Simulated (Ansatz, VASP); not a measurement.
## SiO2 (SiO2 (P4_2/mnm)) in two plane-wave programs

Wanted: the spread between two codes on one cell, functional and k mesh. The cell is generated by rule, not measured, and may not be a known phase. Of the first pair: The structure shown is the end of the Ansatz relaxation below.

Main program and level: Ansatz 0.2.0; plane waves, with VASP 6.6.1 beside it; single point at r2SCAN.

## 1. The starting structure

The cell holds 48 atoms: 16 Si and 32 O. Its edges and angles: a = 9.926 Å, b = 9.926 Å, c = 5.918 Å, α = 53.4°, β = 53.4°, γ = 73.2°.

## 2. Ansatz: relaxation, r2SCAN

Ansatz runs on its PAW soft_1 files.

This run makes the geometry at which the two programs are then compared.

The input, input.yaml:

```yaml
crystal:
  lattice:
    - [0.0, 8.36959072, 5.3368095]
    - [8.36959072, 0.0, 5.3368095]
    - [4.18479536, 4.18479536, 0.0]
  atoms:
    - { symbol: Si, position: [0.0, 0.0, 0.0] }
    - { symbol: Si, position: [0.25, 0.25, 0.5] }
    - { symbol: Si, position: [0.125, 0.125, 0.25] }
    - { symbol: Si, position: [0.375, 0.375, 0.75] }
    - { symbol: O, position: [0.0, 0.0, 0.30610335] }
    - { symbol: O, position: [0.25, 0.25, 0.80610335] }
    - { symbol: O, position: [0.0, 0.0, 0.69389665] }
    - { symbol: O, position: [0.25, 0.25, 0.19389665] }
    - { symbol: O, position: [0.028051675, 0.221948325, 0.75] }
    - { symbol: O, position: [0.278051675, 0.471948325, 0.25] }
    - { symbol: O, position: [0.221948325, 0.028051675, 0.75] }
    - { symbol: O, position: [0.471948325, 0.278051675, 0.25] }
    - { symbol: Si, position: [0.0, 0.5, 0.0] }
    - { symbol: Si, position: [0.25, 0.75, 0.5] }
    - { symbol: Si, position: [0.125, 0.625, 0.25] }
    - { symbol: Si, position: [0.375, 0.875, 0.75] }
    - { symbol: O, position: [0.0, 0.5, 0.30610335] }
    - { symbol: O, position: [0.25, 0.75, 0.80610335] }
    - { symbol: O, position: [0.0, 0.5, 0.69389665] }
    - { symbol: O, position: [0.25, 0.75, 0.19389665] }
    - { symbol: O, position: [0.028051675, 0.721948325, 0.75] }
    - { symbol: O, position: [0.278051675, 0.971948325, 0.25] }
    - { symbol: O, position: [0.221948325, 0.528051675, 0.75] }
    - { symbol: O, position: [0.471948325, 0.778051675, 0.25] }
    - { symbol: Si, position: [0.5, 0.0, 0.0] }
    - { symbol: Si, position: [0.75, 0.25, 0.5] }
    - { symbol: Si, position: [0.625, 0.125, 0.25] }
    - { symbol: Si, position: [0.875, 0.375, 0.75] }
    - { symbol: O, position: [0.5, 0.0, 0.30610335] }
    - { symbol: O, position: [0.75, 0.25, 0.80610335] }
    - { symbol: O, position: [0.5, 0.0, 0.69389665] }
    - { symbol: O, position: [0.75, 0.25, 0.19389665] }
    - { symbol: O, position: [0.528051675, 0.221948325, 0.75] }
    - { symbol: O, position: [0.778051675, 0.471948325, 0.25] }
    - { symbol: O, position: [0.721948325, 0.028051675, 0.75] }
    - { symbol: O, position: [0.971948325, 0.278051675, 0.25] }
    - { symbol: Si, position: [0.5, 0.5, 0.0] }
    - { symbol: Si, position: [0.75, 0.75, 0.5] }
    - { symbol: Si, position: [0.625, 0.625, 0.25] }
    - { symbol: Si, position: [0.875, 0.875, 0.75] }
    - { symbol: O, position: [0.5, 0.5, 0.30610335] }
    - { symbol: O, position: [0.75, 0.75, 0.80610335] }
    - { symbol: O, position: [0.5, 0.5, 0.69389665] }
    - { symbol: O, position: [0.75, 0.75, 0.19389665] }
    - { symbol: O, position: [0.528051675, 0.721948325, 0.75] }
    - { symbol: O, position: [0.778051675, 0.971948325, 0.25] }
    - { symbol: O, position: [0.721948325, 0.528051675, 0.75] }
    - { symbol: O, position: [0.971948325, 0.778051675, 0.25] }
basis:
  ecutwfc: 500.0
  ecutrho_ratio: 4
  xc_grid: 2
  fft_grid_basis: typed
  precision: f64
kpoints:
  mp_grid: { grid: [1, 1, 2], shift: [0.25, 0.25, 0.25] }
hamiltonian:
  xc: r2scan
  pseudopotentials:
    kind: paw
    azcp: { folder: soft_1, O: "soft_1/O.paw.azcp", Si: "soft_1/Si.paw.azcp" }
scf:
  max_iter: 80
  self_checks: high
  occupations: { method: fixed }
relax:
  f_tol: 0.02
  max_steps: 80
output:
  forces: true
checkpoint:
  write: "../host.relax.run"
  compress: false
  write_wavefunctions: true
  write_every: 100000
```

The run is started by

```
$ ansatz run input.yaml --threads 8 --pin off --max-ram 22609MiB --backend cpu --events-out ev --progress --plain --runs-dir out
```

Numbers of over 12 decimals in the logs are rounded to 6 here.

Log:

```text
Warning: crystal.symmetry: narrowed to the stabiliser of the k-point mesh — unitary ops 64 → 32; excluded 32 operations that carry the 1×1×2 mesh (shift [0.25, 0.25, 0.25]) neither onto itself nor onto its reverse (the run samples exactly the mesh kpoints.mp_grid names, as under crystal.symmetry.detect: false, and its converged state has the mesh's symmetry, not the crystal's; ε∞, the Born charges and the force const [...]
Engine: ansatz 0.2.0, aarch64-unknown-linux-gnu
Pseudopotentials: kind: paw
Pseudopotential: Si, paw, valence charge 4, recommended cutoff 500 eV (meta_gga), soft_1/Si.paw.azcp
Pseudopotential: O, paw, valence charge 6, recommended cutoff 500 eV (meta_gga), soft_1/O.paw.azcp
Functional definition: r2SCAN
  parameter k0 = 0.174
  parameter k1 = 0.065
  parameter a1 = 4.9479
  exchange = r2scan_x(k0 = k0, k1 = k1, a1 = a1)
  correlation = r2scan_c
Crystal: 48 atoms, lattice volume = 373.844 Å³
Basis set: ecut = 500 eV, 9475 PW (Γ), exchange–correlation on 150×150×90 points (8 copies of the dense FFT grid, shifted against one another)
Bands: 176, of which v1, the nominal top of the filled ones, is band 128 counted from 1 (127 counted from 0)
Symmetry: 32 space group operations
k-points: 2
Non-local potential: Si, projectors of the file, l = 0: 2, l = 1: 2, l = 2: 1
Non-local potential: O, projectors of the file, l = 0: 2, l = 1: 2, l = 2: 1
PAW form: soft (Blöchl's): semilocal exchange-correlation on the pseudo side does not see the compensation charge
PAW frozen core: Si, regenerated for the run's functional (the file was generated under x = pbe(κ = 0.804, μ = 0.219515), c = pbe(β = 0.066725))
PAW frozen core: O, regenerated for the run's functional (the file was generated under x = pbe(κ = 0.804, μ = 0.219515), c = pbe(β = 0.066725))
PAW one-centre angular grid: Si, 302 points (default); XC on 160 Gauss nodes
PAW one-centre angular grid: O, 302 points (default); XC on 160 Gauss nodes
Initial density: superposition of atomic densities (chi_scale 0.1, normalization cell, long waves kept (reshape's long-wave potential 0.00 eV rms))
Initial wavefunctions: pseudopotential atomic-orbital guess
Functional: x = r2scan, c = r2scan; τ floored in thin density (d = 2e-4 eV/Å³)
SCF iter   1: F=—  HF=-28483.379211 eV  |F-HF|=—  |Δ(HF+E_count)|=         —  Δρ=1.47e-1  dr2=6.70e1  dr2_τ=8.89e0  ethr=3.10e-3  ⟨swp⟩=5.0  Hψ=1234  notcnv=0  defer=81
preconditioner: auto → Resta (q_TF=auto, 2.561 Å⁻¹)  ε∞=3.1  [insulator: Δε(μ)=7.629 eV  Ē_g=21.061 eV  n_scr=96 (ndim 8)  ℏωp=30.7 eV  f_vac=0.000  ε∞_Penn≈3.1]
SCF iter   2: F=—  HF=-28472.375338 eV  |F-HF|=—  |Δ(HF+E_count)|=    1.10e1  Δρ=5.16e-2  dr2=5.29e0  dr2_τ=1.19e0  ethr=3.10e-3  ⟨swp⟩=3.0  Hψ=654  notcnv=0  defer=88
SCF iter   3: F=—  HF=-28474.331193 eV  |F-HF|=—  |Δ(HF+E_count)|=    1.96e0  Δρ=2.44e-2  dr2=9.59e-1  dr2_τ=8.56e-2  ethr=2.07e-3  ⟨swp⟩=3.0  Hψ=507  notcnv=0  defer=85
SCF iter   4: F=—  HF=-28474.584527 eV  |F-HF|=—  |Δ(HF+E_count)|=   2.53e-1  Δρ=2.15e-3  dr2=1.09e-2  dr2_τ=1.43e-3  ethr=3.75e-4  ⟨swp⟩=3.0  Hψ=481  notcnv=0  defer=91
SCF iter   5: F=—  HF=-28474.583991 eV  |F-HF|=—  |Δ(HF+E_count)|=   5.36e-4  Δρ=2.61e-4  dr2=1.72e-4  dr2_τ=2.64e-5  ethr=4.25e-6  ⟨swp⟩=2.0  Hψ=532  notcnv=0  defer=91
SCF iter   6: F=—  HF=-28474.584058 eV  |F-HF|=—  |Δ(HF+E_count)|=   6.72e-5  Δρ=1.17e-4  dr2=3.42e-5  dr2_τ=4.06e-6  ethr=6.71e-8  ⟨swp⟩=2.0  Hψ=600  notcnv=0  defer=87
SCF iter   7: F=-28474.584049 eV  HF=-28474.584050 eV  |F-HF|=9.44e-7  |Δ(HF+E_count)|=   8.32e-6  Δρ=2.84e-5  dr2=1.74e-6  dr2_τ=2.86e-7  ethr=3.91e-9  ⟨swp⟩=5.0  Hψ=1095  notcnv=0
SCF 1 converged in 7 iterations: F = -28474.584049 eV  dr2 = 1.74e-6
  greatest PAW one-centre occupation: 0.867 electrons in one spin orbital (limit 2), on the O atom at site 43 (counted from 0), in its partial waves of l = 0
relax step   1: F+E_penalty+E_count = -28474.58404900 eV  Δ(F+E_penalty+E_count) = +0.000e0 eV  max|allowed force component| = 2.521e-2 eV/Å  Δτ_max = 0.0000 Å  (7 SCF iters, dr2 threshold 1.00e-5 eV, accepted)
Initial density: handed on by an earlier stage of this run
Initial wavefunctions: those handed on with the density
iter 1 solved again at ethr=1.22e-8 eV; its pass at ethr=3.10e-3 eV (dr2=3.13e-5 eV) is discarded
SCF iter   1: F=—  HF=-28474.584371 eV  |F-HF|=—  |Δ(HF+E_count)|=         —  Δρ=1.10e-4  dr2=3.21e-5  dr2_τ=1.57e-4  ethr=1.22e-8  ⟨swp⟩=2.0  Hψ=1142  notcnv=0  defer=83
preconditioner: auto → Resta (q_TF=auto, 2.561 Å⁻¹)  ε∞=3.3  [insulator: Δε(μ)=6.963 eV  Ē_g=20.217 eV  n_scr=96 (ndim 8)  ℏωp=30.7 eV  f_vac=0.000  ε∞_Penn≈3.3]
[...]
atom  13  Si     0.00000000    -0.00000000     0.00000000
  atom  14  Si     0.00000000     0.00000000     0.00000000
  atom  15  Si     0.00000000    -0.00000000     0.00000000
  atom  16  Si    -0.00000000    -0.00000000     0.00000000
  atom  17  O      0.01654508     0.01654508     0.00128598
  atom  18  O      0.01654508     0.01654508     0.00128598
  atom  19  O     -0.01654508    -0.01654508    -0.00128598
  atom  20  O     -0.01654508    -0.01654508    -0.00128598
  atom  21  O     -0.01698263     0.01698263    -0.00000000
  atom  22  O     -0.01698263     0.01698263     0.00000000
  atom  23  O      0.01698263    -0.01698263    -0.00000000
  atom  24  O      0.01698263    -0.01698263    -0.00000000
  atom  25  Si     0.00000000     0.00000000    -0.00000000
  atom  26  Si    -0.00000000    -0.00000000    -0.00000000
  atom  27  Si     0.00000000     0.00000000    -0.00000000
  atom  28  Si    -0.00000000     0.00000000     0.00000000
  atom  29  O      0.01654508     0.01654508     0.00128598
  atom  30  O      0.01654508     0.01654508     0.00128598
  atom  31  O     -0.01654508    -0.01654508    -0.00128598
  atom  32  O     -0.01654508    -0.01654508    -0.00128598
  atom  33  O     -0.01698263     0.01698263     0.00000000
  atom  34  O     -0.01698263     0.01698263     0.00000000
  atom  35  O      0.01698263    -0.01698263     0.00000000
  atom  36  O      0.01698263    -0.01698263     0.00000000
[...]
atom  41  O      0.01654508     0.01654508     0.00128598
  atom  42  O      0.01654508     0.01654508     0.00128598
  atom  43  O     -0.01654508    -0.01654508    -0.00128598
  atom  44  O     -0.01654508    -0.01654508    -0.00128598
  atom  45  O     -0.01698263     0.01698263     0.00000000
  atom  46  O     -0.01698263     0.01698263     0.00000000
  atom  47  O      0.01698263    -0.01698263     0.00000000
  atom  48  O      0.01698263    -0.01698263     0.00000000
  max |Σ_I F_I| component: 4.86e-17 eV/Å
--- Band table (eV) ---
  k-point 0: bands = [... 124 lower, 9.1269, 9.2298, 9.2298, 9.9781, 16.9408, 18.1272, 18.4175, 18.4507, ... 44 higher]
  k-point 1: bands = [... 124 lower, 9.0528, 9.0528, 9.0714, 9.4350, 18.5064, 18.7180, 18.7180, 18.9925, ... 44 higher]
--- Relaxed structure (2 steps of the walk, 2 accepted, 0 SCFs on fresh bases) ---
  F+E_penalty+E_count = -28474.58436524 eV   max|allowed force component| = 1.697e-2 eV/Å
  atoms:
    - { symbol: Si, position: [0, 0, 0] }
    - { symbol: Si, position: [0.25, 0.25, 0.5] }
    - { symbol: Si, position: [0.125, 0.125, 0.25] }
    - { symbol: Si, position: [0.375, 0.375, 0.75] }
    - { symbol: O, position: [2.2841024906898946e-6, 2.2841024906898946e-6, 0.306155] }
    - { symbol: O, position: [0.250002, 0.250002, 0.806155] }
    - { symbol: O, position: [-2.2841024906898933e-6, -2.2841024906898933e-6, 0.693845] }
    - { symbol: O, position: [0.249998, 0.249998, 0.193845] }
    - { symbol: O, position: [0.028080, 0.221920, 0.75] }
    - { symbol: O, position: [0.278080, 0.471920, 0.250000] }
    - { symbol: O, position: [0.221920, 0.028080, 0.75] }
    - { symbol: O, position: [0.471920, 0.278080, 0.250000] }
    - { symbol: Si, position: [0.0, 0.5, 0.0] }
    - { symbol: Si, position: [0.25, 0.75, 0.5] }
    - { symbol: Si, position: [0.125000, 0.625, 0.250000] }
    - { symbol: Si, position: [0.375, 0.875, 0.75] }
    - { symbol: O, position: [2.2841024907294116e-6, 0.500002, 0.306155] }
    - { symbol: O, position: [0.250002, 0.750002, 0.806155] }
    - { symbol: O, position: [-2.2841024906739005e-6, 0.499998, 0.693845] }
    - { symbol: O, position: [0.249998, 0.749998, 0.193845] }
    - { symbol: O, position: [0.028080, 0.721920, 0.75] }
    - { symbol: O, position: [0.278080, 0.971920, 0.25] }
    - { symbol: O, position: [0.221920, 0.528080, 0.750000] }
    - { symbol: O, position: [0.471920, 0.778080, 0.25] }
    - { symbol: Si, position: [0.5, 0.0, 0.0] }
    - { symbol: Si, position: [0.75, 0.25, 0.5] }
    - { symbol: Si, position: [0.625, 0.125000, 0.250000] }
    - { symbol: Si, position: [0.875, 0.375, 0.75] }
    - { symbol: O, position: [0.500002, 2.2841024907294116e-6, 0.306155] }
    - { symbol: O, position: [0.750002, 0.250002, 0.806155] }
    - { symbol: O, position: [0.499998, -2.2841024906739005e-6, 0.693845] }
    - { symbol: O, position: [0.749998, 0.249998, 0.193845] }
    - { symbol: O, position: [0.528080, 0.221920, 0.750000] }
    - { symbol: O, position: [0.778080, 0.471920, 0.25] }
    - { symbol: O, position: [0.721920, 0.028080, 0.75] }
    - { symbol: O, position: [0.971920, 0.278080, 0.25] }
    - { symbol: Si, position: [0.5, 0.5, 0.0] }
    - { symbol: Si, position: [0.75, 0.75, 0.5] }
    - { symbol: Si, position: [0.625, 0.625, 0.250000] }
    - { symbol: Si, position: [0.875, 0.875, 0.75] }
    - { symbol: O, position: [0.500002, 0.500002, 0.306155] }
    - { symbol: O, position: [0.750002, 0.750002, 0.806155] }
    - { symbol: O, position: [0.499998, 0.499998, 0.693845] }
    - { symbol: O, position: [0.749998, 0.749998, 0.193845] }
    - { symbol: O, position: [0.528080, 0.721920, 0.75] }
    - { symbol: O, position: [0.778080, 0.971920, 0.25] }
    - { symbol: O, position: [0.721920, 0.528080, 0.75] }
    - { symbol: O, position: [0.971920, 0.778080, 0.25] }
```

Reading the cycles: dr2 is the Hartree energy of the density residual (eV), the measure of convergence; HF is the Harris–Foulkes estimate of the energy, which meets the free energy F at convergence.

(Part 1 of 3 ends here.)

[Lines on the potential files, build, host, timing and source positions are cut from VASP's logs without a mark.]

[Logs are printed without paths, hosts, clocks, repeated set-up lines and the standing remarks that a program may print on its own settings, such as how far it seeks lower states.]

[Hosts, paths, dates, database ids (printed as entryN), source tags and the programs' standing remarks are cut or masked in the printed files.]
